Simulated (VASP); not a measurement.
Here is the system:

```
KZnF3
1.0
    4.09511     0.00000     0.00000
    0.00000     4.09511     0.00000
    0.00000     0.00000     4.09511
K Zn F
1 1 3
Cartesian
  0.00000   0.00000   0.00000
  2.04756   2.04756   2.04756
  2.04756   0.00000   2.04756
  0.00000   2.04756   2.04756
  2.04756   2.04756   0.00000
```

Computed with MS2 meta-GGA, VASP's PBE PAW potentials (set 64) (plane waves; VASP). Numerical set-up: 520 eV cut-off, 6×6×6 Γ-centred mesh, Gaussian smearing of 0.050 eV, potentials K_sv Zn F.

Q: The job: KZnF$_{3}$ (cubic perovskite), 5 atoms, MS2, static run, 520 eV, 6×6×6 Γ-centred mesh. Roughly how much core time does it take on a busy server core?

A: About 2 core-minutes (one run on a shared machine, a rough figure). It had 20 irreducible k-points, 25 bands, up to 1865 plane waves and 27 electronic steps.

The compound is KZnF3 in the cubic perovskite structure. This cell is one point of a volume scan, at 1.03 of the reference volume.
